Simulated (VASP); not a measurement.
Method: LDA (Ceperley-Alder, Perdew-Zunger), VASP's LDA PAW potentials (set 64) (plane waves; VASP).

A VASP calculation is set up with these files.

**INCAR**
```
ISMEAR=0   # Gaussian
LORBIT=11   # lm-projected
LREAL=.FALSE.   # projection in real space or not
LWAVE=.FALSE.
LCHARG=.FALSE.
ALGO=Normal
ICHARG=11
EDIFF=1E-7   # SCF stop (eV)
NELM=100   # most electronic steps
SIGMA=0.05   # width (eV)
PREC=Accurate
ENCUT=520   # plane-wave cut-off (eV)
SYSTEM=Ga2O3
LASPH=.TRUE.   # aspherical one-centre terms
LMAXMIX=4   # l cut-off of mixed one-centre charges
```

File KPOINTS:
```
k-points along high-symmetry lines
12
Line-mode
Reciprocal
  0.000000   0.000000   0.000000 ! GAMMA
  0.500000   0.500000   0.500000 ! T

  0.500000   0.500000   0.500000 ! T
  0.500000   0.764583   0.235417 ! H_2

  0.235417   0.500000  -0.235417 ! H_0
 -0.000000   0.500000  -0.000000 ! L

 -0.000000   0.500000  -0.000000 ! L
  0.000000   0.000000   0.000000 ! GAMMA

  0.000000   0.000000   0.000000 ! GAMMA
 -0.000000   0.367709  -0.367709 ! S_0

  0.367709   0.632291  -0.000000 ! S_2
  0.500000   0.500000  -0.000000 ! F

  0.500000   0.500000  -0.000000 ! F
  0.000000   0.000000   0.000000 ! GAMMA
```

File POSCAR:
```
Ga2O3
1
    4.6735344205    -2.4815567396    -0.0039680035
    4.6735344205     2.4815567396    -0.0039680035
    3.3593508018     0.0000000000     4.0883771839
Ga O
4 6
Direct
  0.8556724349   0.8556724349   0.8556724349
  0.3556724349   0.3556724349   0.3556724349
  0.1443275651   0.1443275651   0.1443275651
  0.6443275651   0.6443275651   0.6443275651
  0.4474255974   0.0525744026   0.7500000000
  0.0525744026   0.7500000000   0.4474255974
  0.5525744026   0.9474255974   0.2500000000
  0.2500000000   0.5525744026   0.9474255974
  0.9474255974   0.2500000000   0.5525744026
  0.7500000000   0.4474255974   0.0525744026
```

POTCAR, in this order: Ga_d O (LDA.64 set). Program: vasp_std. Read from the step before: CHGCAR.

What VASP printed:

OSZICAR:
```
       N       E                     dE             d eps       ncg     rms          rms(c)
DAV:   1     0.117495717968E+04    0.11750E+04   -0.40628E+04 10220   0.324E+03
DAV:   2     0.183622593235E+03   -0.99133E+03   -0.95284E+03  8944   0.838E+02
DAV:   3    -0.489815031812E+02   -0.23260E+03   -0.22660E+03 10236   0.261E+02
DAV:   4    -0.671902022271E+02   -0.18209E+02   -0.18032E+02 10536   0.780E+01
DAV:   5    -0.679281052087E+02   -0.73790E+00   -0.73590E+00 11872   0.159E+01
DAV:   6    -0.679458249689E+02   -0.17720E-01   -0.17712E-01 11096   0.233E+00
DAV:   7    -0.679463044872E+02   -0.47952E-03   -0.47943E-03 12780   0.386E-01
DAV:   8    -0.679463104544E+02   -0.59672E-05   -0.59666E-05 11036   0.430E-02
DAV:   9    -0.679463106150E+02   -0.16065E-06   -0.16066E-06 11668   0.596E-03
DAV:  10    -0.679463106179E+02   -0.28831E-08   -0.28643E-08  6644   0.976E-04
   1 F= -.67946311E+02 E0= -.67946311E+02  d E =-.279733E-12
```

**OUTCAR**
```
 val. band max:        4.4560152322   @ k =   0.0000   0.1671  -0.1671

 cond. band min:       7.4228591409   @ k =   0.0000   0.0000   0.0000



 k-point     1 :       0.0000    0.0000    0.0000
  band No.  band energies     occupation
      1     -14.4959      2.00000
      2     -12.3488      2.00000
      3     -12.3488      2.00000
      4     -12.2963      2.00000
      5     -12.2757      2.00000
      6     -12.2757      2.00000
      7      -8.2361      2.00000
      8      -8.2361      2.00000
      9      -8.1364      2.00000
     10      -8.1364      2.00000
     11      -8.0574      2.00000
     12      -8.0346      2.00000
     13      -7.9799      2.00000
     14      -7.9799      2.00000
     15      -7.9368      2.00000
     16      -7.9368      2.00000
     17      -7.8745      2.00000
     18      -7.8745      2.00000
     19      -7.7912      2.00000
     20      -7.7912      2.00000
     21      -7.7874      2.00000
     22      -7.7845      2.00000
     23      -7.5161      2.00000
     24      -7.5161      2.00000
     25      -6.8359      2.00000
     26      -6.8359      2.00000
     27      -2.9589      2.00000
     28      -2.2978      2.00000
     29      -1.0068      2.00000
     30      -1.0068      2.00000
     31       0.0254      2.00000
     32       0.3816      2.00000
     33       0.7157      2.00000
     34       0.7157      2.00000
     35       0.9983      2.00000
     36       3.4133      2.00000
     37       3.4133      2.00000
     38       3.9023      2.00000
     39       3.9023      2.00000
     40       4.0898      2.00000
     41       4.1364      2.00000
     42       4.1364      2.00000
     43       4.1841      2.00000
     44       4.1841      2.00000
     45       7.4229      0.00000
     46      11.1186      0.00000
     47      11.2012      0.00000
     48      13.3095      0.00000
     49      14.6249      0.00000
     50      14.6296      0.00000
     51      14.8549      0.00000
     52      15.3251      0.00000
...
```

The density is held fixed in this step, so its total energy and stress have no physical meaning.

The compound is Ga2O3 in the corundum structure, the metastable α form; monoclinic β is stable. It was relaxed first.
